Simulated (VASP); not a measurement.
# Si (Fd-3m) in VASP: notebook, part 2 of 2

VASP 6.6.1. Earlier steps stand in the parts before.

## 3. Relaxation of cell and atoms, HSE06

This run uses another cell than the first one, of 20.06 Å³/atom, 1.004 times its volume.

The input, POSCAR:

```
Si                                      
1.0
    0.0000000000      2.7171436758      2.7171436758
    2.7171436758     -0.0000000000      2.7171436758
    2.7171436758      2.7171436758      0.0000000000
  Si            
     2
Direct
     0.7500000000000000    0.7500000000000000    0.7500000000000000
     0.5000000000000000    0.5000000000000000    0.5000000000000000
```

The input, INCAR.step1:

```
SYSTEM = Si
PREC = Accurate
ENCUT = 520
EDIFF = 1E-5
ISMEAR = 0
SIGMA = 0.02
LREAL = .FALSE.
LASPH = .TRUE.
NELM = 60
ALGO = Normal
LWAVE = .TRUE.
LCHARG = .FALSE.
KPAR = 4
GGA = PE
```

The input, INCAR.step2:

```
SYSTEM = Si
PREC = Accurate
ENCUT = 520
EDIFF = 1E-7
ISMEAR = 0
SIGMA = 0.02
LREAL = .FALSE.
LASPH = .TRUE.
NELM = 60
ALGO = Normal
ISIF = 3
LWAVE = .FALSE.
LCHARG = .FALSE.
GGA = PE
LHFCALC = .TRUE.
HFSCREEN = 0.2
PRECFOCK = Fast
IBRION = 2
NSW = 80
EDIFFG = -0.01
KPAR = 4
ISTART = 1
```

The input, KPOINTS:

```
Automatic mesh
0
G
  6 6 6
  0 0 0
```

Potentials or basis: VASP PAW PBE potentials, release 64 (Si).

Launch:

```sh
cat potpaw_PBE.64/Si/POTCAR > POTCAR
cp INCAR.step1 INCAR
mpirun -np 4 vasp_std > vasp.out
cp INCAR.step2 INCAR
mpirun -np 4 vasp_std > vasp.out
```

OUTCAR:

```text
SYSTEM = Si
   PREC = Accurate
   ENCUT = 520
   EDIFF = 1E-7
   ISMEAR = 0
   LREAL = .FALSE.
   LASPH = .TRUE.
   NELM = 60
   ISIF = 3
   GGA = PE
   LHFCALC = .TRUE.
   HFSCREEN = 0.2
   PRECFOCK = Fast
   IBRION = 2
   NSW = 80
   EDIFFG = -0.01
   ISTART = 1

 ion  position               nearest neighbor table
   1  0.750  0.750  0.750-   2 2.35   2 2.35   2 2.35   2 2.35
   2  0.500  0.500  0.500-   1 2.35   1 2.35   1 2.35   1 2.35

  LATTYP: Found a face centered cubic cell.
 ALAT       =     5.4342873516

  Lattice vectors:

 A1 = (   0.0000000000,   2.7171436758,   2.7171436758)
 A2 = (   2.7171436758,   0.0000000000,   2.7171436758)
 A3 = (   2.7171436758,   2.7171436758,   0.0000000000)

Analysis of symmetry for initial positions (statically):
=====================================================================
 Subroutine PRICEL returns:
 Original cell was already a primitive cell.

 Routine SETGRP: Setting up the symmetry group for a
 face centered cubic supercell.

 Subroutine GETGRP returns: Found 48 space group operations
 (whereof 24 operations were pure point group operations)
 out of a pool of 48 trial point group operations.

The static configuration has the point symmetry T_d .
 The point group associated with its full space group is O_h .

Analysis of symmetry for dynamics (positions and initial velocities):
=====================================================================
 Subroutine PRICEL returns:
 Original cell was already a primitive cell.

 Routine SETGRP: Setting up the symmetry group for a
 face centered cubic supercell.

 Subroutine GETGRP returns: Found 48 space group operations
 (whereof 24 operations were pure point group operations)
 out of a pool of 48 trial point group operations.
[... 121 lines left out ...]
   ENCUT4O =  -1.0   cutoff for four orbital integrals eV
   NKREDX  =     1    reduce k-point grid by
   NKREDY  =     1    reduce k-point grid by
   NKREDZ  =     1    reduce k-point grid by
   AEXX    =    0.2500 exact exchange contribution
   HFSCREEN=    0.2000 screening length (either q_TF or 0.3 A-1)
   HFSCREENC=   0.2000 screening length for correlation (either q_TF or 0.3 A-1)
   ENCUTFOCK=  -1.0 apply spherical cutoff to Coloumb kernel
   IVDW    =     0    specifies the selected vdW correction
   LEPSILON=     F    determine dielectric tensor
   LRPA    =     F    only Hartree local field effects (RPA)
 conjugate gradient relaxation of ions
 non-spin polarized calculation
 Gauss-broadening in eV      SIGMA  =   0.02
  energy-cutoff  :      520.00
  volume of cell :       40.12
 maximum number of plane-waves:      1106
 NGX is ok and might be reduce to    30
  NGX = 16; NGY = 16; NGZ = 16

 number of electron       8.0000000 magnetization

 Free energy of the ion-electron system (eV)
  ---------------------------------------------------
  ext. energy  EPLUGINS =         0.00000000
  ---------------------------------------------------
  free energy    TOTEN  =       -12.56771104 eV

  energy without entropy =      -12.56771104  energy(sigma->0) =      -12.56771104

 E-fermi :   5.5639     XC(G=0):  -7.8288

 val. band max:        5.4466465400   @ k =   0.0000   0.0000   0.0000
 cond. band min:       6.7586793905   @ k =   0.5000   0.5000   0.0000
 fundamental gap:      1.3120328504
 Fermi energy:         5.5638793446

 k-point     1 :       0.0000    0.0000    0.0000
  band No.  band energies     occupation
      1      -7.8353      2.00000
      2       5.4466      2.00000
      3       5.4466      2.00000
      4       5.4466      2.00000
      5       8.7892      0.00000
      6       8.7892      0.00000
      7       8.7892      0.00000
      8       9.7656      0.00000
[... 155 lines left out ...]
 k-point    16 :      -0.3333    0.5000    0.1667
  band No.  band energies     occupation
      1      -3.0872      2.00000
      2      -3.0872      2.00000
      3       1.4839      2.00000
      4       1.4839      2.00000
      5       8.9254      0.00000
      6       8.9254      0.00000
      7      13.2789      0.00000
      8      13.2789      0.00000

------------------------ aborting loop because EDIFF is reached ----------------------------------------

  FORCE on cell =-STRESS in cart. coord.  units (eV):
  Direction    XX          YY          ZZ          XY          YZ          ZX
  --------------------------------------------------------------------------------------
  -------------------------------------------------------------------------------------
  Total        0.0008814      0.0008814      0.0008814      0.0000000      0.0000000      0.0000000
  in kB        0.0351996      0.0351996      0.0351996      0.0000000      0.0000000      0.0000000
  external PRESSURE =       0.0351996 kB  Pullay stress =       0.0000000 kB

 VOLUME and BASIS-vectors are now :
 -----------------------------------------------------------------------------
  energy-cutoff  :      520.00
  volume of cell :       40.12
      direct lattice vectors                 reciprocal lattice vectors
     0.000000000  2.717143676  2.717143676    -0.184016769  0.184016769  0.184016769
     2.717143676  0.000000000  2.717143676     0.184016769 -0.184016769  0.184016769
     2.717143676  2.717143676  0.000000000     0.184016769  0.184016769 -0.184016769

 POSITION                                       TOTAL-FORCE (eV/Angst)
 -----------------------------------------------------------------------------------
      4.07572      4.07572      4.07572        -0.000000     -0.000000     -0.000000
      2.71714      2.71714      2.71714         0.000000      0.000000      0.000000
 -----------------------------------------------------------------------------------
    total drift:                               -0.000000      0.000000     -0.000000

  FREE ENERGIE OF THE ION-ELECTRON SYSTEM (eV)
  ---------------------------------------------------
  free  energy   TOTEN  =       -12.5677110372 eV

  energy  without entropy=      -12.5677110372  energy(sigma->0) =      -12.56771104

 reached required accuracy - stopping structural energy minimisation
```

OUTCAR.step1:

```text
SYSTEM = Si
   PREC = Accurate
   ENCUT = 520
   EDIFF = 1E-5
   ISMEAR = 0
   LREAL = .FALSE.
   LASPH = .TRUE.
[... 389 lines left out ...]
      4.07572      4.07572      4.07572         0.000000      0.000000      0.000000
      2.71714      2.71714      2.71714        -0.000000     -0.000000     -0.000000
 -----------------------------------------------------------------------------------
    total drift:                                0.000000     -0.000000     -0.000000

  FREE ENERGIE OF THE ION-ELECTRON SYSTEM (eV)
  ---------------------------------------------------
  free  energy   TOTEN  =       -10.8218777940 eV

  energy  without entropy=      -10.8218777940  energy(sigma->0) =      -10.82187779
```

Wall time 32 s (4 MPI ranks of Intel Xeon 6975P-C (Granite Rapids), shared host); peak memory 0.24 GiB.

Results:

```yaml
Free_energy: -12.5677 eV
Pressure_after_relaxing: 0.0 GPa
Band_gap_on_the_k_mesh: 1.31 eV, indirect (least direct gap 3.34 eV)
```

Final structure:
```
Si
1.0
     0.00000    2.71714    2.71714
     2.71714    0.00000    2.71714
     2.71714    2.71714    0.00000
Si
2
Direct
  0.75000 0.75000 0.75000
  0.50000 0.50000 0.50000
```

Caveat: the relaxation stopped at its first step, so nothing moved; the PAW data sets were made with another functional, which shifts forces and pressure a little. A k mesh can miss the band edges.

## 4. Single point, HSE06

This run uses another cell than the first one, of 20.06 Å³/atom, 1.004 times its volume.

POSCAR: that of step 3 with these lines changed.

```diff
@@ -3,3 +3,3 @@
     0.0000000000      2.7171436758      2.7171436758
-    2.7171436758     -0.0000000000      2.7171436758
+    2.7171436758      0.0000000000      2.7171436758
     2.7171436758      2.7171436758      0.0000000000
```

INCAR.step1: that of step 3 with these lines changed.

```diff
@@ -10,4 +10,5 @@
 ALGO = Normal
+ISIF = 2
 LWAVE = .TRUE.
-LCHARG = .FALSE.
+NBANDS = 11
 KPAR = 4
```

INCAR.step2: that of step 3 with these lines changed.

```diff
@@ -10,3 +10,3 @@
 ALGO = Normal
-ISIF = 3
+ISIF = 2
 LWAVE = .FALSE.
@@ -17,5 +17,3 @@
 PRECFOCK = Fast
-IBRION = 2
-NSW = 80
-EDIFFG = -0.01
+NBANDS = 11
 KPAR = 4
```

KPOINTS is that of step 3.

Launch:

```sh
cat potpaw_PBE.64/Si/POTCAR > POTCAR
cp INCAR.step1 INCAR
mpirun -np 4 vasp_std > vasp.out
cp INCAR.step2 INCAR
mpirun -np 4 vasp_std > vasp.out
```

Wall time 34 s (4 MPI ranks of Intel Xeon 6975P-C (Granite Rapids), shared host); peak memory 0.25 GiB.

It converged, with:

* Free energy: -12.5677 eV
* Pressure: 0.0 GPa
* Band gap on the k mesh: 1.31 eV, indirect (least direct gap 3.34 eV)

Levels at points of the mesh, in eV from the valence-band top:
| k point | band 1 | band 2 | band 3 | band 4 | band 5 | band 6 | band 7 | band 8 |
| --- | --- | --- | --- | --- | --- | --- | --- | --- |
| (0.00, 0.00, 0.00) | -13.28 | 0.00 | 0.00 | 0.00 | 3.34 | 3.34 | 3.34 | 4.32 |
| (0.50, 0.00, 0.00) | -10.69 | -7.71 | -1.31 | -1.31 | 2.25 | 4.16 | 4.16 | 8.64 |
| (0.50, 0.50, 0.00) | -8.67 | -8.67 | -3.13 | -3.13 | 1.31 | 1.31 | 11.50 | 11.50 |

Caveat: the PAW data sets were made with another functional, which shifts forces and pressure a little. A k mesh can miss the band edges.

## 5. Single point, HSE06 (a relaxed cell with its volume scaled by 0.97)

The input, POSCAR:

```
Si                                      
1.0
    0.0000000000      2.6896959035      2.6896959035
    2.6896959035      0.0000000000      2.6896959035
    2.6896959035      2.6896959035      0.0000000000
  Si            
     2
Direct
     0.7500000000000000    0.7500000000000000    0.7500000000000000
     0.5000000000000000    0.5000000000000000    0.5000000000000000
```

INCAR.step1 is that of step 4.

INCAR.step2 is that of step 4.

KPOINTS is that of step 4.

Launch:

```sh
cat potpaw_PBE.64/Si/POTCAR > POTCAR
cp INCAR.step1 INCAR
mpirun -np 4 vasp_std > vasp.out
cp INCAR.step2 INCAR
mpirun -np 4 vasp_std > vasp.out
```

Run time: 32 s. Hardware: 4 MPI ranks of Intel Xeon 6975P-C (Granite Rapids), shared host; peak memory 0.24 GiB.

The run converged. Its results:

```
Free energy            : -12.5558 eV
Pressure               : 3.2 GPa
Band gap on the k mesh : 1.25 eV, indirect (least direct gap 3.36 eV)
```

Levels at points of the mesh, in eV from the valence-band top:
```tsv
k point	band 1	band 2	band 3	band 4	band 5	band 6	band 7	band 8	band 9
(0.00, 0.00, 0.00)	-13.51	0.00	0.00	0.00	3.36	3.36	3.36	4.70	8.83
(0.50, 0.00, 0.00)	-10.84	-7.87	-1.34	-1.34	2.37	4.14	4.14	8.68	11.91
(0.50, 0.50, 0.00)	-8.78	-8.78	-3.22	-3.22	1.25	1.25	11.77	11.77	12.36
```

Caveat: the PAW data sets were made with another functional, which shifts forces and pressure a little. A k mesh can miss the band edges.

## 6. Single point, HSE06 (a relaxed cell with its volume scaled by 1.03)

The input, POSCAR:

```
Si                                      
1.0
    0.0000000000      2.7440478381      2.7440478381
    2.7440478381      0.0000000000      2.7440478381
    2.7440478381      2.7440478381      0.0000000000
  Si            
     2
Direct
     0.7500000000000000    0.7500000000000000    0.7500000000000000
     0.5000000000000000    0.5000000000000000    0.5000000000000000
```

INCAR.step1 is that of step 5.

INCAR.step2 is that of step 5.

KPOINTS is that of step 5.

Potentials or basis: VASP PAW PBE potentials, release 64 (Si).

Launch:

```sh
cat potpaw_PBE.64/Si/POTCAR > POTCAR
cp INCAR.step1 INCAR
mpirun -np 4 vasp_std > vasp.out
cp INCAR.step2 INCAR
mpirun -np 4 vasp_std > vasp.out
```

Wall time 60 s (4 MPI ranks of Intel Xeon 6975P-C (Granite Rapids), shared host); peak memory 0.25 GiB.

The run converged. Its results:

| Property | Result |
| --- | --- |
| Free energy | -12.5569 eV |
| Pressure | -2.8 GPa |
| Band gap on the k mesh | 1.37 eV, indirect (least direct gap 3.33 eV) |

Levels at points of the mesh, in eV from the valence-band top:
```tsv
k point	band 2	band 3	band 4	band 5	band 6	band 7
(0.00, 0.00, 0.00)	0.00	0.00	0.00	3.33	3.33	3.33
(0.50, 0.00, 0.00)	-7.56	-1.28	-1.28	2.14	4.17	4.17
(0.50, 0.50, 0.00)	-8.57	-3.05	-3.05	1.37	1.37	11.23
```

Caveat: the PAW data sets were made with another functional, which shifts forces and pressure a little. A k mesh can miss the band edges.

## 7. The runs side by side

```tsv
task	cell	gap on the mesh (eV)	pressure (GPa)
relaxation of cell and atoms	relaxed	1.31	0.0
single point	as given	1.31	0.0
single point	a relaxed cell with its volume scaled by 0.97	1.25	3.2
single point	a relaxed cell with its volume scaled by 1.03	1.37	-2.8
```

Alike in all rows: level HSE06; potentials or basis VASP PAW PBE potentials, release 64 (Si); no spin polarisation; k mesh 6 × 6 × 6; cutoff (eV) 520; smearing gaussian 0.02 eV.

Caveats: the PAW data sets were made with another functional, which shifts forces and pressure a little; the relaxation stopped at its first step, so nothing moved (some runs).

Total energies depend on the potentials used, so only differences within one code and one set of settings carry meaning.
